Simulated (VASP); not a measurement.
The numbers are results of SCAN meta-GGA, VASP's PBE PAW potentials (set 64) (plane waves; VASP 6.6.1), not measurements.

VASP ran on this input.

**POSCAR**
```
LiF
1
    0.0000000000     2.0226405860     2.0226405860
    2.0226405860     0.0000000000     2.0226405860
    2.0226405860     2.0226405860     0.0000000000
Li F
1 1
Direct
  0.0000000000   0.0000000000   0.0000000000
  0.5000000000   0.5000000000   0.5000000000
```

### KPOINTS
```
Regular mesh
0
Gamma
  11 11 11
```

**INCAR**
```
# general
SYSTEM  = LiF
PREC    = Accurate
ENCUT   = 520
LREAL   = .FALSE.
LASPH   = .TRUE.

# electronic loop
EDIFF   = 1E-7
NELM    = 100
ALGO    = Normal
LMIXTAU = .TRUE.

# smearing
ISMEAR  = 0
SIGMA   = 0.05

# functional
METAGGA = SCAN

# ions
ISIF    = 2

# output
LWAVE   = .FALSE.
LCHARG  = .FALSE.
```

POTCAR, in this order: Li_sv F (PBE.64 set). Program: vasp_std.

The resulting files:

File OSZICAR:
```
       N       E                     dE             d eps       ncg     rms          rms(c)
DAV:   1     0.253902635237E+02    0.25390E+02   -0.58503E+03  1064   0.116E+03
DAV:   2    -0.144452519025E+02   -0.39836E+02   -0.38945E+02  1093   0.214E+02
DAV:   3    -0.152849686905E+02   -0.83972E+00   -0.83823E+00  1384   0.293E+01
DAV:   4    -0.152908739731E+02   -0.59053E-02   -0.59030E-02  1370   0.242E+00
DAV:   5    -0.152908984387E+02   -0.24466E-04   -0.24466E-04  1371   0.966E-02    0.399E+00
DAV:   6    -0.127549051241E+02    0.25360E+01   -0.60403E-01  1350   0.757E+00    0.180E+00
DAV:   7    -0.132140913633E+02   -0.45919E+00   -0.26747E+00  1101   0.145E+01    0.260E+00
DAV:   8    -0.123761073526E+02    0.83798E+00   -0.45156E-01  1019   0.626E+00    0.113E+00
DAV:   9    -0.121484872675E+02    0.22762E+00   -0.34651E-01  1008   0.615E+00    0.995E-01
DAV:  10    -0.122980402287E+02   -0.14955E+00   -0.17560E-01  1008   0.448E+00    0.411E-02
DAV:  11    -0.123057800925E+02   -0.77399E-02   -0.58187E-03  1024   0.110E+00    0.746E-02
DAV:  12    -0.123052937290E+02    0.48636E-03   -0.17552E-03  1172   0.451E-01    0.324E-02
DAV:  13    -0.123059095504E+02   -0.61582E-03   -0.40829E-04  1122   0.282E-01    0.152E-02
DAV:  14    -0.123059049324E+02    0.46179E-05   -0.26451E-05  1127   0.676E-02    0.601E-03
DAV:  15    -0.123059034005E+02    0.15320E-05   -0.25422E-05  1476   0.502E-02    0.307E-03
DAV:  16    -0.123059008590E+02    0.25415E-05   -0.11227E-06  1125   0.123E-02    0.345E-03
DAV:  17    -0.123059032373E+02   -0.23784E-05   -0.19603E-07  1063   0.563E-03    0.240E-03
DAV:  18    -0.123059161872E+02   -0.12950E-04   -0.12593E-06  1026   0.140E-02    0.251E-03
DAV:  19    -0.123059132280E+02    0.29592E-05   -0.15094E-07  1033   0.523E-03    0.839E-04
DAV:  20    -0.123059101518E+02    0.30762E-05   -0.69285E-08  1025   0.434E-03    0.142E-04
DAV:  21    -0.123059104622E+02   -0.31040E-06   -0.13996E-08   577   0.170E-03    0.204E-04
DAV:  22    -0.123059101498E+02    0.31245E-06   -0.80891E-09   515   0.127E-03    0.921E-05
DAV:  23    -0.123059104490E+02   -0.29919E-06   -0.18385E-09   530   0.624E-04    0.520E-05
DAV:  24    -0.123059103971E+02    0.51877E-07   -0.21954E-10   523   0.208E-04
   1 F= -.12305910E+02 E0= -.12305910E+02  d E =-.159134E-17
```

OUTCAR:
```
------------------------ aborting loop because EDIFF is reached ----------------------------------------
  FORCE on cell =-STRESS in cart. coord.  units (eV):
  Direction    XX          YY          ZZ          XY          YZ          ZX
  --------------------------------------------------------------------------------------
  Total       -0.4359701     -0.4359701     -0.4359701      0.0000000      0.0000000     -0.0000000
  in kB      -42.2066749    -42.2066749    -42.2066749      0.0000000      0.0000000     -0.0000000
  external PRESSURE =     -42.2066749 kB  Pullay stress =       0.0000000 kB
  volume of cell :       16.55
      direct lattice vectors                 reciprocal lattice vectors
     0.000000000  2.022640586  2.022640586    -0.247201605  0.247201605  0.247201605
     2.022640586  0.000000000  2.022640586     0.247201605 -0.247201605  0.247201605
     2.022640586  2.022640586  0.000000000     0.247201605  0.247201605 -0.247201605
  FREE ENERGIE OF THE ION-ELECTRON SYSTEM (eV)
  ---------------------------------------------------
  free  energy   TOTEN  =       -12.3059103971 eV

  energy  without entropy=      -12.3059103971  energy(sigma->0) =      -12.30591040
```
(Selected blocks of OUTCAR.)

The compound is LiF in the rock salt structure. This cell is one point of a volume scan, at 1.06 of the reference volume.
